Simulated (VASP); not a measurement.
Level of theory: PBEsol GGA, VASP's PBE PAW potentials (set 64) (plane waves; VASP 6.6.1).

A VASP calculation is set up with these files.

INCAR:
```
ALGO  =  Normal
EDIFF  =  1E-6
EDIFFG  =  -0.02
ENCUT  =  400
GGA  =  PS
IBRION  =  2
ISIF  =  3
ISMEAR  =  1
LASPH  =  .TRUE.
LCHARG  =  .FALSE.
LMAXMIX  =  4
LREAL  =  .FALSE.
LWAVE  =  .FALSE.
NELM  =  100
NSW  =  60
PREC  =  Accurate
SIGMA  =  0.1
SYSTEM  =  NiSb
```

KPOINTS:
```
Automatic mesh
0
Gamma
10 10 4
0 0 0
```

POSCAR:
```
NiSb
1
    3.3015007759    -0.0000000000    -0.0000000000
   -1.6507503879     2.8591834376     0.0000000000
    0.0000000000     0.0000000000     8.1348364200
Ni Sb
2 2
Direct
  0.3333330000   0.6666670000   0.0347532825
  0.6666670000   0.3333330000   0.5347532825
  0.3333330000   0.6666670000   0.3402467175
  0.6666670000   0.3333330000   0.8402467175
```

POTCAR, in this order: Ni Sb (PBE.64 set). Program: vasp_std.

The resulting files:

File OSZICAR:
```
       N       E                     dE             d eps       ncg     rms          rms(c)
DAV:   1     0.147667191107E+03    0.14767E+03   -0.10912E+04  1596   0.132E+03
DAV:   2    -0.138051077371E+02   -0.16147E+03   -0.15700E+03  1608   0.292E+02
DAV:   3    -0.224153567433E+02   -0.86102E+01   -0.81940E+01  1884   0.799E+01
DAV:   4    -0.226671841501E+02   -0.25183E+00   -0.25032E+00  1788   0.133E+01
DAV:   5    -0.226748856128E+02   -0.77015E-02   -0.76973E-02  1855   0.241E+00    0.138E+01
DAV:   6    -0.265428080482E+02   -0.38679E+01   -0.47815E+01  1779   0.124E+02    0.208E+01
DAV:   7    -0.209492006174E+02    0.55936E+01   -0.16734E+01  1749   0.842E+01    0.440E+00
DAV:   8    -0.209921819761E+02   -0.42981E-01   -0.22759E+00  2165   0.156E+01    0.277E+00
DAV:   9    -0.209268361587E+02    0.65346E-01   -0.29476E-01  1825   0.901E+00    0.571E-01
DAV:  10    -0.209272033497E+02   -0.36719E-03   -0.99924E-03  1891   0.116E+00    0.361E-01
DAV:  11    -0.209263692315E+02    0.83412E-03   -0.13426E-03  1716   0.275E-01    0.782E-02
DAV:  12    -0.209263367707E+02    0.32461E-04   -0.38738E-04  2148   0.287E-01    0.321E-02
DAV:  13    -0.209263337260E+02    0.30447E-05   -0.21975E-05  1725   0.444E-02    0.218E-02
DAV:  14    -0.209263310747E+02    0.26513E-05   -0.97872E-06  2288   0.380E-02    0.495E-03
DAV:  15    -0.209263309911E+02    0.83581E-07   -0.10109E-06   827   0.841E-03
   1 F= -.20926331E+02 E0= -.20927063E+02  d E =-.209263E+02
```

OUTCAR:
```
------------------------ aborting loop because EDIFF is reached ----------------------------------------
  FORCE on cell =-STRESS in cart. coord.  units (eV):
  Direction    XX          YY          ZZ          XY          YZ          ZX
  --------------------------------------------------------------------------------------
  Total        0.0093217      0.0093217      0.0535156      0.0000000      0.0000000     -0.0000000
  in kB        0.1944934      0.1944933      1.1165776      0.0000000      0.0000000     -0.0000000
  external PRESSURE =       0.5018548 kB  Pullay stress =       0.0000000 kB
  volume of cell :       76.79
      direct lattice vectors                 reciprocal lattice vectors
     3.301500776  0.000000000  0.000000000     0.302892553  0.174875104  0.000000000
    -1.650750388  2.859183438  0.000000000     0.000000000  0.349750207  0.000000000
     0.000000000  0.000000000  8.134836420     0.000000000  0.000000000  0.122928102
 POSITION                                       TOTAL-FORCE (eV/Angst)
 -----------------------------------------------------------------------------------
     -0.00000      1.90612      0.28271        -0.000000      0.000000      0.012191
      1.65075      0.95306      4.35013         0.000000     -0.000000      0.012191
     -0.00000      1.90612      2.76785         0.000000      0.000000     -0.012191
      1.65075      0.95306      6.83527         0.000000     -0.000000     -0.012191
 -----------------------------------------------------------------------------------
    total drift:                               -0.000417      0.000242     -0.001673
  FREE ENERGIE OF THE ION-ELECTRON SYSTEM (eV)
  ---------------------------------------------------
  free  energy   TOTEN  =       -20.9263309911 eV

  energy  without entropy=      -20.9285261467  energy(sigma->0) =      -20.92706271

 reached required accuracy - stopping structural energy minimisation
```
(Selected blocks of OUTCAR.)

The structure was generated: NiSb was put into the wurtzite type (P6_3mc), which need not be its known phase. It was relaxed first, which changed the volume by -31 %. The start is the result of an earlier pass. The run is not spin-polarised, so no magnetic state was tried.
